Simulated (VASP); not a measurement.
Shape and ions are relaxed at each volume.

Energy against volume of Os (hcp). The numbers are results of AM05 GGA, VASP's PBE PAW potentials (set 64) (plane waves; VASP 6.6.1), not measurements.

```csv
V (Å³/atom),E (eV/atom)
12.970,-11.92421
13.384,-11.98433
13.798,-12.00281
14.212,-11.98642
14.626,-11.94086
```

### Question
Fit a third-order Birch-Murnaghan equation of state.

### Answer

- volume per atom: 13.80 Å^3/atom
- bulk modulus: 449 GPa
- pressure derivative of the bulk modulus: 4.93

Measured: bulk modulus 425 GPa at 0 K (computed value off by +5.6 %), as given by Vázquez-Parga, Fernández-Martínez, Viñes, J. Chem. Theory Comput. (2023), doi:10.1021/acs.jctc.3c00612, Supporting … [zero-point energy and finite temperature contributions removed].

The compound is Os in the hcp structure. It was relaxed first.
